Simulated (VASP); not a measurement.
Pt:

```
Pt
1.0
     0.00000    1.97158    1.97158
     1.97158    0.00000    1.97158
     1.97158    1.97158    0.00000
Pt
1
Direct
  0.00000 0.00000 0.00000
```

* Program: VASP 6.6.1
* Task: relaxation of cell and atoms
* Functional: PBE
* Potentials or basis: VASP PAW PBE potentials, release 64 (Pt)
* Cutoff: 600 eV
* k mesh: 18 × 18 × 18
* Occupations: gaussian, width 0.1 eV
* Spin: no spin polarisation

At the start: pressure 4.9 GPa; volume 15.33 Å³/atom.

Question: How do energy, volume and symmetry change on relaxing?

Answer: Over 4 steps the energy falls by 4.3 meV/atom and the volume is 15.62 Å³/atom (+1.9 %); space group Fm-3m (No. 225, to 0.05 Å).

The path:
```csv
step,energy change (eV),largest force (eV/Å),pressure (GPa),volume (Å³)
1,0.0000,0.0000,4.93,15.33
2,0.0229,0.0000,-10.63,16.40
3,-0.0043,0.0000,-0.07,15.62
4,-0.0043,0.0000,0.02,15.62
```

Final structure:
```
CELL_PARAMETERS angstrom
0.00000 1.98389 1.98389
1.98389 0.00000 1.98389
1.98389 1.98389 0.00000
ATOMIC_POSITIONS crystal
Pt 0.00000 0.00000 0.00000
```
